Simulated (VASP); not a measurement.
# Si16B (a cell with a defect) in VASP: notebook, part 2 of 2

VASP 6.6.1.

### 3 Single point, PBEsol, collinear spin, typed start

Contents of INCAR:

```
ALGO = Normal
EDIFF = 1E-7
ENCUT = 520
GGA = PS
ISIF = 2
ISMEAR = -1
ISPIN = 2
LASPH = T
LCHARG = F
LORBIT = 11
LREAL = Auto
LWAVE = F
MAGMOM = 0 0 0 0 0 0 0 0 0 0 0 0 0 0 0 0 1
NBANDS = 52
NELM = 150
PREC = Accurate
SIGMA = 0.05
```

Contents of KPOINTS:

```
k-points
0
Gamma
  2 2 2
```

Contents of POSCAR:

```
Si16B
1.0
    0.0000000000      5.4300000000      5.4300000000
    5.4300000000      0.0000000000      5.4300000000
    5.4300000000      5.4300000000      0.0000000000
Si B
16 1
Direct
    0.0136982484     -0.0072835424      0.0008868258
    0.1313011737      0.1228995139      0.1268158026
   -0.0015771045     -0.0057230497      0.4984592528
    0.1188402731      0.1321190087      0.6175963573
    0.0065641774      0.4958761155      0.0015734887
    0.1313592489      0.6189603101      0.1266574777
   -0.0018293308      0.5096291893      0.4982230774
    0.1279440351      0.6221380067      0.6280752987
    0.5053761015     -0.0087106595      0.0055871784
    0.6239219670      0.1262661446      0.1232398822
    0.5022194255     -0.0075345433      0.5129124272
    0.6267603518      0.1229503285      0.6315504505
    0.5054251918      0.4974626182      0.0056312955
    0.6326320518      0.6171716780      0.1328663563
    0.5014069936      0.4958569788      0.5068036929
    0.6265898328      0.6187641643      0.6316031830
    0.8226664626      0.9274979385      0.3212584530
```

Potentials or basis: VASP PAW PBE potentials, release 64 (Si, B).

On the command line:

```sh
$ cat potpaw_PBE.64/Si/POTCAR potpaw_PBE.64/B/POTCAR > POTCAR
$ mpirun -np 1 vasp_std > vasp.out
```

It took 8 min on 1 thread of Intel Xeon Platinum 8259CL at 2.50GHz (Skylake/Cascade Lake), shared host; peak memory 0.71 GiB.

The run converged. Its results:

```
Free energy                                           : -94.3678 eV
Pressure                                              : 1.5 GPa
Largest force                                         : 0.020 eV/Å
Band gap on the k mesh                                : none (metal or under the smearing width)
Net moment                                            : 0.00 μB per cell
Valence electrons inside the program's atomic spheres : Si 1.68, 1.69, 1.70, 1.67; B 1.66
```

Forces in eV/Å, atoms in the order of the input:
```
Si  -0.009 -0.015  0.008
Si  -0.001  0.002  0.002
Si   0.000  0.001 -0.001
Si  -0.002  0.004 -0.003
Si  -0.002 -0.001  0.001
Si  -0.001 -0.001  0.002
Si   0.002  0.006  0.002
Si   0.000 -0.004 -0.001
Si   0.001  0.003  0.002
Si   0.002  0.002 -0.002
Si   0.008 -0.014 -0.010
Si   0.000  0.003 -0.001
Si  -0.001  0.005  0.001
Si  -0.001 -0.001  0.000
Si   0.000 -0.001  0.000
Si   0.002 -0.001  0.001
B    0.002  0.012 -0.001
```

Stress tensor (GPa, compression positive):
```
1.08 0.01 0.76
0.01 2.22 0.00
0.76 0.00 1.09
```

Levels at points of the mesh, in eV from the Fermi level:
Spin up:
```tsv
k point	band 29	band 30	band 31	band 32	band 33	band 34	band 35	band 36	band 37	band 38
(0.00, 0.00, 0.00)	-1.51	-1.51	-0.76	-0.49	-0.47	-0.23	0.12	0.14	0.23	0.36
(0.50, 0.00, 0.00)	-1.37	-1.24	-1.16	-1.11	-0.97	-0.18	0.45	0.99	1.07	1.15
(0.00, 0.50, 0.00)	-1.41	-1.26	-1.20	-1.13	-1.11	0.20	0.55	1.00	1.06	1.09
(0.00, 0.00, 0.50)	-1.37	-1.25	-1.15	-1.11	-0.97	-0.18	0.45	0.99	1.08	1.15
(0.50, 0.50, 0.50)	-1.41	-1.26	-1.20	-1.13	-1.11	0.20	0.56	1.00	1.06	1.09
(0.50, 0.50, 0.00)	-1.96	-1.80	-1.68	-1.66	-0.56	0.01	0.73	1.27	1.39	1.67
(0.00, 0.50, 0.50)	-1.96	-1.80	-1.68	-1.66	-0.56	0.01	0.73	1.27	1.39	1.67
(0.50, 0.00, 0.50)	-1.86	-1.83	-1.70	-1.69	-0.53	0.36	0.93	1.19	1.27	1.34
```
Spin down:
```csv
k point,band 30,band 31,band 32,band 33,band 34,band 35,band 36,band 37
"(0.00, 0.00, 0.00)",-1.51,-0.76,-0.49,-0.47,-0.23,0.12,0.14,0.23
"(0.50, 0.00, 0.00)",-1.24,-1.16,-1.11,-0.97,-0.18,0.45,0.99,1.07
"(0.00, 0.50, 0.00)",-1.26,-1.20,-1.13,-1.11,0.20,0.55,1.00,1.06
"(0.00, 0.00, 0.50)",-1.25,-1.15,-1.11,-0.97,-0.18,0.45,0.99,1.08
"(0.50, 0.50, 0.50)",-1.26,-1.20,-1.13,-1.11,0.20,0.56,1.00,1.06
"(0.50, 0.50, 0.00)",-1.80,-1.68,-1.66,-0.56,0.01,0.73,1.27,1.39
"(0.00, 0.50, 0.50)",-1.80,-1.68,-1.66,-0.56,0.01,0.73,1.27,1.39
"(0.50, 0.00, 0.50)",-1.83,-1.70,-1.69,-0.53,0.36,0.93,1.19,1.27
```

Caveat: the k mesh is coarse (spacing up to 0.50 Å⁻¹), so the values aren't converged; the PAW data sets were made with another functional, which shifts forces and pressure a little.

### 4 Single point, PBEsol, collinear spin, zero start

Contents of INCAR:

```
  ALGO = Fast
  EDIFF = 1E-7
  ENCUT = 520
  GGA = PS
  ISIF = 2
  ISMEAR = -1
  ISPIN = 2
  LASPH = True
  LCHARG = False
  LORBIT = 11
  LREAL = Auto
  LWAVE = False
  MAGMOM = 0 0 0 0 0 0 0 0 0 0 0 0 0 0 0 0 0
  NBANDS = 52
  NELM = 150
  PREC = Accurate
  SIGMA = 0.05
```

KPOINTS is that of step 3.

Contents of POSCAR:

```
Si16B
1.0
    0.0000000000      5.4300000000      5.4300000000
    5.4300000000      0.0000000000      5.4300000000
    5.4300000000      5.4300000000      0.0000000000
Si B
16 1
Direct
    0.0053011050      0.0076524862     -0.0060379374
    0.1280662983      0.1277917127      0.1252703499
    0.0056951197     -0.0019313996      0.4984164825
    0.1286649171      0.1269382136      0.6197949355
    0.0079932781      0.5009334254     -0.0026639963
    0.1259011050      0.6335296501      0.1203434622
    0.0081349908      0.5002745856      0.4938917127
    0.1236238490      0.6256660221      0.6251593923
    0.5003802026      0.0056717311      0.0019065378
    0.6309452118      0.1308435543      0.1201835175
    0.5011627072      0.0038385820      0.4945982505
    0.6336347145      0.1077465009      0.6301286372
    0.4970200737      0.5041163904     -0.0007685083
    0.6345425414      0.6314392265      0.1208666667
    0.4994584715      0.4878267956      0.5046361878
    0.6345052486      0.6291210866      0.6117890424
    0.6787513812      0.7248950276      0.7959683241
```

On the command line:

```sh
$ cat potpaw_PBE.64/Si/POTCAR potpaw_PBE.64/B/POTCAR > POTCAR
$ mpirun -np 1 vasp_std > vasp.out
```

It took 9.3 min on 1 thread of Intel Xeon Platinum 8375C at 2.90GHz (Ice Lake), shared host; peak memory 0.71 GiB.

The run converged. Its results:

| Item | Value |
| --- | --- |
| Free energy | -94.3645 eV |
| Pressure | 1.4 GPa |
| Largest force | 0.030 eV/Å |
| Band gap on the k mesh | none (metal or under the smearing width) |
| Net moment | 0.00 μB per cell |
| Valence electrons inside the program's atomic spheres | Si 1.70, 1.69, 1.68, 1.67; B 1.65 |

Forces on the atoms (eV/Å):
```
Si  -0.007  0.010  0.012
Si   0.000 -0.016 -0.001
Si   0.000  0.000 -0.001
Si   0.017 -0.001 -0.001
Si   0.000  0.004  0.002
Si   0.009 -0.008 -0.008
Si  -0.006  0.002  0.003
Si   0.020 -0.016 -0.016
Si  -0.022 -0.004 -0.015
Si   0.002  0.000  0.024
Si   0.000  0.013 -0.015
Si  -0.015  0.017  0.005
Si  -0.011  0.002  0.026
Si   0.013  0.006 -0.010
Si   0.005 -0.007  0.014
Si   0.006 -0.010 -0.013
B   -0.010  0.008 -0.008
```

Stress tensor (GPa, compression positive):
```
 1.12 -0.64 -0.19
-0.64  1.10  0.26
-0.19  0.26  1.89
```

Levels at points of the mesh, in eV from the Fermi level:
Spin up:
```tsv
k point	band 30	band 31	band 32	band 33	band 34	band 35	band 36	band 37
(0.00, 0.00, 0.00)	-1.51	-0.83	-0.48	-0.43	-0.24	0.13	0.14	0.23
(0.50, 0.00, 0.00)	-1.37	-1.16	-1.14	-1.12	0.22	0.69	1.03	1.05
(0.00, 0.50, 0.00)	-1.26	-1.18	-1.11	-1.09	0.05	0.42	1.01	1.06
(0.00, 0.00, 0.50)	-1.26	-1.17	-1.14	-0.96	-0.20	0.41	1.00	1.05
(0.50, 0.50, 0.50)	-1.27	-1.18	-1.13	-0.95	-0.21	0.41	0.99	1.07
(0.50, 0.50, 0.00)	-1.83	-1.72	-1.70	-0.56	0.30	0.82	1.19	1.26
(0.00, 0.50, 0.50)	-1.80	-1.70	-1.67	-0.59	0.04	0.68	1.25	1.37
(0.50, 0.00, 0.50)	-1.81	-1.69	-1.67	-0.59	0.04	0.68	1.24	1.37
```
Spin down:
| k point | band 30 | band 31 | band 32 | band 33 | band 34 | band 35 | band 36 | band 37 |
| --- | --- | --- | --- | --- | --- | --- | --- | --- |
| (0.00, 0.00, 0.00) | -1.51 | -0.83 | -0.48 | -0.43 | -0.24 | 0.13 | 0.14 | 0.23 |
| (0.50, 0.00, 0.00) | -1.37 | -1.16 | -1.14 | -1.12 | 0.22 | 0.69 | 1.03 | 1.05 |
| (0.00, 0.50, 0.00) | -1.26 | -1.18 | -1.11 | -1.09 | 0.05 | 0.42 | 1.01 | 1.06 |
| (0.00, 0.00, 0.50) | -1.26 | -1.17 | -1.14 | -0.96 | -0.20 | 0.41 | 1.00 | 1.05 |
| (0.50, 0.50, 0.50) | -1.27 | -1.18 | -1.13 | -0.95 | -0.21 | 0.41 | 0.99 | 1.07 |
| (0.50, 0.50, 0.00) | -1.83 | -1.72 | -1.70 | -0.56 | 0.30 | 0.82 | 1.19 | 1.26 |
| (0.00, 0.50, 0.50) | -1.80 | -1.70 | -1.67 | -0.59 | 0.04 | 0.68 | 1.25 | 1.37 |
| (0.50, 0.00, 0.50) | -1.81 | -1.69 | -1.67 | -0.59 | 0.04 | 0.68 | 1.24 | 1.37 |

Caveat: the k mesh is coarse (spacing up to 0.50 Å⁻¹), so the values aren't converged; the PAW data sets were made with another functional, which shifts forces and pressure a little.
